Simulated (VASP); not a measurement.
Given:

```
Lu
1.0
    1.75667    -3.04265     0.00000
    1.75667     3.04265     0.00000
    0.00000     0.00000     5.48442
Lu
2
Direct
  0.33333   0.66667   0.25000
  0.66667   0.33333   0.75000
```

These are PBE GGA, VASP's PBE PAW potentials (set 64) (plane waves; VASP 6.6.1) values and carry that method's errors. Settings: 400 eV cut-off, 11×11×6 Γ-centred mesh, first-order Methfessel-Paxton smearing of 0.10 eV, potentials Lu_3.

Question: Estimate the energy per atom (σ→0), band gap (on the k-mesh) with the smallest direct gap where there is one.

Answer: 
The band gap (on the k-mesh) is none (metal, semimetal or under 0.01 eV) and the energy per atom (σ→0) comes out as -4.455 eV/atom.

The absolute energy has meaning only against runs of the same code, potentials and settings.

The compound is Lu in the hcp structure. It was relaxed first. The start is the result of an earlier pass.
